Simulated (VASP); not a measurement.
Calculation: LDA (Ceperley-Alder, Perdew-Zunger), VASP's LDA PAW potentials (set 64) (plane waves; VASP).

Input for VASP

INCAR:
```
SYSTEM = MgF2
PREC = Accurate
ENCUT = 520
EDIFF = 1E-6
NELM = 100
ALGO = Normal
LREAL = .FALSE.
LASPH = .TRUE.
ISMEAR = 0
SIGMA = 0.05
LWAVE = .FALSE.
LCHARG = .FALSE.
IBRION = 2
ISIF = 3
NSW = 60
EDIFFG = -0.02
```

### KPOINTS
```
Automatic mesh
0
Gamma
5 5 7
0 0 0
```

POSCAR:
```
MgF2
1
    4.5323519141    -0.0000000000     0.0000000000
   -0.0000000000     4.5323519141     0.0000000000
    0.0000000000     0.0000000000     2.9991680484
Mg F
2 4
Direct
  1.0000000000   0.0000000000   0.0000000000
  0.5000000000   0.5000000000   0.5000000000
  0.3027590810   0.3027590810   0.0000000000
  0.8027590810   0.1972409190   0.5000000000
  0.1972409190   0.8027590810   0.5000000000
  0.6972409190   0.6972409190   0.0000000000
```

POTCAR, in this order: Mg F (LDA.64 set). Program: vasp_std.

Task: Estimate the energy per atom (σ→0), band gap (on the k-mesh).

Result: 
```json
{
 "energy per atom (σ→0)": "-5.847 eV/atom",
 "band gap (on the k-mesh)": "7.16 eV"
}
```

File OSZICAR:
```
...
DAV:   5    -0.376300347091E+02   -0.34986E-03   -0.34984E-03  1092   0.515E-01    0.955E+00
DAV:   6    -0.351599049227E+02    0.24701E+01   -0.10147E+01  1104   0.244E+01    0.286E+00
DAV:   7    -0.351095428873E+02    0.50362E-01   -0.90968E-02  1020   0.232E+00    0.174E+00
DAV:   8    -0.350839238767E+02    0.25619E-01   -0.27499E-02  1144   0.208E+00    0.137E-01
DAV:   9    -0.350839257778E+02   -0.19012E-05   -0.17844E-03  1120   0.319E-01    0.597E-02
DAV:  10    -0.350839394417E+02   -0.13664E-04   -0.15332E-04  1068   0.996E-02    0.462E-03
DAV:  11    -0.350839390982E+02    0.34356E-06   -0.35467E-06  1092   0.151E-02
   1 F= -.35083939E+02 E0= -.35083939E+02  d E =-.350839E+02
```

The compound is MgF2 in the rutile structure. It was relaxed first, which changed the volume by -5 %. The start is the result of an earlier pass.
